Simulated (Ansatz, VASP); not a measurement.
# TlBi: VASP beside Ansatz, part 2 of 2

Wanted: the spread between two codes on one cell, functional and k mesh. The cell is taken from a series of runs on this material, whose earlier steps may have relaxed, scaled, displaced or heated it; both programs get it as it stands.

VASP 6.6.1 and Ansatz 0.2.0.

So far: Set-up; VASP: relaxation of cell and atoms, PBEsol.

### 3. Ansatz: relaxation of cell and atoms, PBEsol

Level of this step: Ansatz beside VASP: Kohn-Sham DFT, plane waves, PBEsol (Ansatz).

Ansatz runs on its PAW soft_1 files.

The same cell, functional, mesh and smearing now go to Ansatz, which takes its cutoff from its data sets.

File input.yaml:

```yaml
crystal:
  lattice:
    - [-3.8875782353, 0.0, 3.8875782353]
    - [-3.8875782353, 3.8875782353, 0.0]
    - [-7.7751564706, -3.8875782353, -3.8875782353]
  atoms:
    - { symbol: Tl, position: [0.7479478329, 0.7479478329, 0.7561565012] }
    - { symbol: Tl, position: [0.5020521671, 0.5020521671, 0.4938434988] }
    - { symbol: Tl, position: [0.2520521671, 0.2520521671, 0.2438434988] }
    - { symbol: Tl, position: [0.9979478329, -0.0020521671, 1.0061565012] }
    - { symbol: Bi, position: [0.8698020958, 0.8698020958, 0.3905937127] }
    - { symbol: Bi, position: [0.625, 0.625, 0.125] }
    - { symbol: Bi, position: [0.3801979042, 0.3801979042, 0.8594062873] }
    - { symbol: Bi, position: [0.125, 0.125, 0.625] }
kpoints:
  mp_grid: { grid: [9, 9, 9] }
hamiltonian:
  xc: pbesol
  pseudopotentials: { kind: paw, azcp: { folder: soft_1 }, xc_functional: pbe }
scf:
  occupations: { method: methfessel_paxton, width: 0.2 }
output:
  forces: true
  stress: true
  eigenvalues: true
relax:
  adjacent_minimum: "off"
  f_tol: 0.002
  max_steps: 120
  cell: { stress_tol: 0.03 }
```

Launch:

```console
ansatz run input.yaml --threads 4 --pin off --max-ram 10240MiB --backend cpu --events-out ev --progress --plain --runs-dir out
```

Numbers of over 12 decimals in the logs are rounded to 6 here.

The log of the run:

```text
Engine: ansatz 0.2.0, aarch64-unknown-linux-gnu
Pseudopotentials: kind: paw
Pseudopotential: Tl, paw, valence charge 13, recommended cutoff 420 eV (normal), soft_1/Tl.paw.azcp
Pseudopotential: Bi, paw, valence charge 15, recommended cutoff 420 eV (normal), soft_1/Bi.paw.azcp
Functional definition: PBEsol
  exchange = pbesol_x
  correlation = pbesol_c
Crystal: 8 atoms, lattice volume = 235.016 Å³
Basis set: ecut = 420 eV, 4609 PW (Γ), exchange–correlation on 80×80×128 points (8 copies of the dense FFT grid, shifted against one another)
Bands: 68, of which v1, the nominal top of the filled ones, is band 56 counted from 1 (55 counted from 0)
Symmetry: 12 space group operations
Space group: R-3m (ITA 166), of the structure as read, at distance tolerance 6.2e-5 Å
k-points: 85 of 729
Non-local potential: Tl, projectors of the file, l = 0: 2, l = 1: 2, l = 2: 2, l = 3: 1
Non-local potential: Bi, projectors of the file, l = 0: 2, l = 1: 2, l = 2: 2, l = 3: 1
PAW form: soft (Blöchl's): semilocal exchange-correlation on the pseudo side does not see the compensation charge
PAW frozen core: Tl, regenerated for the run's functional, and the local potential with it (the file was generated under x = pbe(κ = 0.804, μ = 0.219515), c = pbe(β = 0.066725))
PAW frozen core: Bi, regenerated for the run's functional, and the local potential with it (the file was generated under x = pbe(κ = 0.804, μ = 0.219515), c = pbe(β = 0.066725))
PAW one-centre angular grid: Tl, 590 points (default); XC on 64 Gauss nodes
PAW one-centre angular grid: Bi, 590 points (default); XC on 64 Gauss nodes
Initial density: superposition of atomic densities (chi_scale 0.1, normalization cell, long waves kept (reshape's long-wave potential 0.03 eV rms))
Initial wavefunctions: pseudopotential atomic-orbital guess
Functional: x = pbesol(κ = 0.804, μ = 0.123457), c = pbesol(β = 0.046)
SCF iter   1: F=—  HF=-94168.940899 eV  |F-HF|=—  |Δ(HF+E_count)|=         —  Δρ=1.87e-2  dr2=2.21e0  ethr=3.10e-3  ⟨swp⟩=6.4  Hψ=23192  notcnv=0
preconditioner: auto → Kerker (q_TF=auto, 2.411 Å⁻¹)  [metal: Δε(μ)=0.004 eV  Ē_g=16.105 eV  σ=0.200 eV  W_gap=0.02  n_scr=60 (ndim 8)  ℏωp=25.6 eV  f_vac=0.000  D(μ)=4.05/eV (n_scr^D=28)]
SCF iter   2: F=—  HF=-94168.400559 eV  |F-HF|=—  |Δ(HF+E_count)|=   5.40e-1  S|Δr|=    0.00e0  Δρ=1.10e-2  dr2=8.32e-1  ethr=1.98e-3  ⟨swp⟩=1.9  Hψ=6980  notcnv=0  defer=97
SCF iter   3: F=—  HF=-94168.095776 eV  |F-HF|=—  |Δ(HF+E_count)|=   3.05e-1  S|Δr|=    0.00e0  Δρ=1.63e-3  dr2=1.49e-2  ethr=7.43e-4  ⟨swp⟩=2.9  Hψ=10311  notcnv=0  defer=97
SCF iter   4: F=—  HF=-94168.091967 eV  |F-HF|=—  |Δ(HF+E_count)|=   3.81e-3  S|Δr|=    0.00e0  Δρ=2.70e-4  dr2=3.10e-4  ethr=1.33e-5  ⟨swp⟩=2.1  Hψ=7378  notcnv=0  defer=211
SCF iter   5: F=—  HF=-94168.091952 eV  |F-HF|=—  |Δ(HF+E_count)|=   1.52e-5  S|Δr|=    0.00e0  Δρ=8.73e-5  dr2=7.14e-5  ethr=2.77e-7  ⟨swp⟩=2.0  Hψ=6702  notcnv=0  defer=211
SCF iter   6: F=—  HF=-94168.092112 eV  |F-HF|=—  |Δ(HF+E_count)|=   1.60e-4  S|Δr|=    0.00e0  Δρ=3.13e-5  dr2=1.55e-5  ethr=6.37e-8  ⟨swp⟩=2.6  Hψ=10485  notcnv=0  defer=318
SCF iter   7: F=—  HF=-94168.092110 eV  |F-HF|=—  |Δ(HF+E_count)|=   2.12e-6  S|Δr|=    0.00e0  Δρ=7.19e-6  dr2=3.42e-7  ethr=1.39e-8  ⟨swp⟩=2.0  Hψ=6100  notcnv=0  defer=318
SCF iter   8: F=-94168.092110 eV  HF=-94168.092110 eV  |F-HF|=8.48e-9  |Δ(HF+E_count)|=   9.24e-9  S|Δr|=    0.00e0  Δρ=2.37e-6  dr2=2.35e-8  ethr=8.93e-11  ⟨swp⟩=10.1  Hψ=25047  notcnv=0
SCF 1 converged in 8 iterations: F = -94168.092110 eV  dr2 = 2.35e-8
  greatest PAW one-centre occupation: 0.988 electrons in one spin orbital (limit 2), on the Bi atom at site 7 (counted from 0), in its partial waves of l = 2
relax step   1: F+E_penalty+E_count = -94168.09211022 eV  Δ(F+E_penalty+E_count) = +0.000e0 eV  max|allowed force component| = 1.589e-2 eV/Å  Δτ_max = 0.0000 Å  P = +0.080 GPa  Ω = 235.016 Å³  (8 SCF iters, dr2 threshold 1.00e-7 eV, accepted)
[...]
relax step   6: F+E_penalty+E_count = -94168.09511460 eV  Δ(F+E_penalty+E_count) = -2.844e-5 eV  max|allowed force component| = 1.567e-4 eV/Å  Δτ_max = 0.0087 Å  P = -0.000 GPa  Ω = 235.512 Å³  energy of the carried Pulay correction = -4.138e-5 eV  (9 SCF iters, accepted)
[...]
relax step   7: F+E_penalty+E_count = -94168.09515864 eV  Δ(F+E_penalty+E_count) = -4.404e-5 eV  max|allowed force component| = 1.569e-4 eV/Å  Δτ_max = 0.0000 Å  P = -0.000 GPa  Ω = 235.512 Å³  stress off target by 2.60e-4 GPa  SCF on the basis re-selected at this cell (its energy is not comparable with the rows above)  (4 SCF iters)
basis re-selected at this cell: Δ(F+E_penalty+E_count) = -4.404e-5 eV, ΔP = -0.000 GPa vs the last step (what re-selecting the basis moved, of the pressure what is left beyond the Pulay correction that the steps carried, after the strain that the cell walked since its last selection, with what the two solves' SCF thresholds leave and, on support functions, any second-order correction that the steps lacked; it is no measure of the basis error at this ecutwfc). The dense FFT grid was sized anew with the basis: this SCF ran on 40×40×72 points, the steps before it on 40×40×64, so part of this shift can come from that change (see relax.cell in the input reference). [rest of the remark cut]
SCF converged after 4 iterations
Stability not checked: this state was not tested for a lower state beside it, because cold or Methfessel-Paxton smearing, or corrected tetrahedra, fill the levels in a way that the test cannot read (fill_not_monotonic; see scf.lower_state_search)
Free energy (F): -94168.095159 eV
Harris-Foulkes:  -94168.095159 eV  (|F-HF|=0.00e0)
Internal energy: -94168.101998 eV  (E = F + TS)
E sigma→0 (E₀):  -94168.096868 eV
Entropy (-TS):   0.006839 eV (0.855 meV/atom)
Fermi energy:    11.171541 eV
--- Per-component energies (eV) ---
  E_band       = -277.438329
  E_kinetic    = 2083.242126
  E_local      = -7986.410404  (includes V_loc(G=0)·N_el)
  E_nonlocal   = 2908.779164
  E_hartree    = 2939.923641
  E_xc         = -1341.669008
  E_vxc        = -1020.361362  (∫ρ·V_xc dr)
  E_paw        = -82187.759857  (= ΣΔE_a)
  E_vpaw       = -2142.535928  (= ΣTr[D̂ρ^β])
  E_aug_tail   = 0.000637  (compensation charges beyond the density's cutoff)
  E_ewald      = -10584.720805
  E_core_change = 0.512508  (= ΣΔE_core)
  E_smearing   = 0.006839  (= −TS)
  E_closure    = 0.000000  (closes the sum)
  Σ components = -94168.095159   (vs F -94168.095159, Δ=0.00e0)
--- Forces (eV/Å), atoms counted from 1 ---
  atom   1  Tl    -0.00001578    -0.00001578    -0.00001578
  atom   2  Tl     0.00001578     0.00001578     0.00001578
  atom   3  Tl     0.00002907     0.00002907     0.00002907
  atom   4  Tl    -0.00002907    -0.00002907    -0.00002907
  atom   5  Bi    -0.00015691    -0.00015691    -0.00015691
  atom   6  Bi     0.00000000    -0.00000000     0.00000000
  atom   7  Bi     0.00015691     0.00015691     0.00015691
  atom   8  Bi     0.00000000    -0.00000000    -0.00000000
  max |Σ_I F_I| component: 9.24e-18 eV/Å
--- Stress (GPa, compression-positive) ---
       -0.000108       0.000152       0.000152
        0.000152      -0.000108       0.000152
        0.000152       0.000152      -0.000108
  P = ⅓ Tr σ = -0.0001 GPa (-0.001 kbar)
--- Band table (eV; the first three rows and the last of 85) ---
  k-point 0: bands = [... 52 lower, 9.5310, 9.5597, 9.5597, 10.6545, 10.6545, 10.7208, 10.8154, 11.1210, ... 8 higher]
  k-point 1: bands = [... 52 lower, 9.3647, 9.5316, 9.5316, 10.6146, 10.6146, 10.8157, 10.8557, 11.2071, ... 8 higher]
  k-point 2: bands = [... 52 lower, 9.3595, 9.5609, 9.5609, 10.3653, 10.5024, 10.5024, 11.2130, 11.4398, ... 8 higher]
  k-point 84: bands = [... 52 lower, 10.2059, 10.3006, 10.5208, 10.5852, 11.5651, 11.8702, 12.4353, 12.6641, ... 8 higher]
--- Relaxed structure (6 steps of the walk, 6 accepted, 1 SCFs on fresh bases) ---
  F+E_penalty+E_count = -94168.09515864 eV   max|allowed force component| = 1.569e-4 eV/Å   (the final SCF, on the basis selected at the relaxed cell)
  cell:  # Å, volume = 235.5120 Å³
    - [-3.876841, 0.0, 3.876841]
    - [-3.876841, 3.876841, 3.469446951953614e-18]
    - [-7.807750, -3.930909, -3.930909]
  atoms:
    - { symbol: Tl, position: [0.747416, 0.747416, 0.757751] }
    - { symbol: Tl, position: [0.502584, 0.502584, 0.492249] }
    - { symbol: Tl, position: [0.252374, 0.252374, 0.242877] }
    - { symbol: Tl, position: [0.997626, -0.00237449, 1.007123] }
    - { symbol: Bi, position: [0.869255, 0.869255, 0.392235] }
    - { symbol: Bi, position: [0.625, 0.625, 0.125] }
    - { symbol: Bi, position: [0.380745, 0.380745, 0.857765] }
    - { symbol: Bi, position: [0.125000, 0.125000, 0.625000] }
```

In the SCF lines HF is the Harris–Foulkes energy and dr2 the Hartree energy of the density residual, in eV; the loop may stop once dr2 is under the threshold and the program's other checks hold. Hψ counts applications of the Hamiltonian.

### 4. Differences

Known differences besides the potentials themselves: the cutoff is 420 eV in Ansatz and 500 eV in VASP; Ansatz makes its cores anew for this functional, VASP keeps those of its PBE data sets; Ansatz adds a Pulay correction to the stress that steers its cell, VASP none. Total energies have different zeros and are not compared.

Both answers:

| quantity | Ansatz | VASP | difference |
| --- | --- | --- | --- |
| volume (Å³) | 235.51 | 234.98 | +0.23 % |
| edge a after relaxation, in the typed setting (Å) | 5.483 | 5.479 | +0.07 % |
| edge c after relaxation, in the typed setting (Å) | 9.585 | 9.576 | +0.09 % |

### 5. Outcome

```
difference in volume (relaxation of cell and atoms, PBEsol) : 0.23 %
```

The difference in volume is 0.23 % (relaxation of cell and atoms, PBEsol), within the 1.2 % picked in this series as the mark of a large difference, as far as the stopping tolerances let one tell. Such differences can come from data sets, numerical settings and the points named under the comparisons, not from the functional's error against experiment.

[Lines on the potential files, build, host, timing and source positions are cut from VASP's logs without a mark.]

[Logs are printed without paths, hosts, clocks, repeated set-up lines and the standing remarks that a program may print on its own settings, such as how far it seeks lower states.]

[Hosts, paths, dates, database ids (printed as entryN), source tags and the programs' standing remarks are cut or masked in the printed files.]
